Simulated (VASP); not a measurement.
Input:

```
CELL_PARAMETERS angstrom
      1.79646    -3.11156     0.00000
      1.79646     3.11156     0.00000
      0.00000     0.00000     5.62608
ATOMIC_POSITIONS crystal
  Tl 0.33333 0.66667 0.25000
  Tl 0.66667 0.33333 0.75000
```

Calculation: PBE GGA, VASP's PBE PAW potentials (set 64) (plane waves; VASP). Settings: 520 eV cut-off, Gaussian smearing of 0.050 eV, potentials Tl_d.

**Question.** Give the energies of bands 11 to 16 at the high-symmetry points, in eV from the Fermi level.

**Answer.** 
| band | Γ | M | K | A | L | H |
|---|---|---|---|---|---|---|
| 11 | -9.48 | -5.83 | -4.77 | -8.15 | -4.88 | -4.34 |
| 12 | -5.03 | -4.70 | -4.77 | -8.15 | -4.88 | -4.34 |
| 13 | -2.46 | -0.75 | -1.20 | 3.25 | -2.02 | -0.85 |
| 14 | 7.08 | 0.61 | 1.62 | 3.25 | -2.02 | -0.85 |
| 15 | 7.08 | 1.29 | 1.62 | 8.01 | 5.05 | 0.24 |
| 16 | 9.02 | 3.49 | 2.74 | 8.01 | 5.05 | 0.24 |

It has no gap at this level: it comes out as a metal or semimetal.

The compound is Tl in the hcp structure. It was relaxed first, which changed the volume by +10 %.
